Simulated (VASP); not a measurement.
## Zr (hcp): computed properties

Level of theory: r2SCAN meta-GGA, VASP's PBE PAW potentials (set 64) (plane waves; VASP).

For Zr, the space group is P6_3/mmc (194) and the cell comes out as a = b = 3.244 Å, c = 5.151 Å, α = β = 90.00°, γ = 120.00°. The volume per atom is 23.47 Å^3/atom. The band gap (over mesh and band path) is none (metal, semimetal or under 0.01 eV), the band gap with spin-orbit coupling is none (metallic) and the density comes out as 6.45 g/cm³.

Space group P6₃/mmc (No. 194); a = b = 3.2439 Å, c = 5.1506 Å, α = β = 90.00°, γ = 120.00°

```
atom  site  symmetry       x       y       z
----  ----  --------  ------  ------  ------
Zr      2c      -6m2  0.3333  0.6667  0.2500
```

Measured: a 3.232 Å at 293 K (computed value off by +0.4 %), c 5.148 Å at 293 K (computed value off by +0.1 %), as given by Wikipedia, Zirconium (infobox). The calculation is for a static lattice, while the measured a, c hold thermal and zero-point effects, which are part of the difference.

The compound is Zr in the hcp structure. It was relaxed first. Symmetry was kept, so distortions that lower it aren't found.
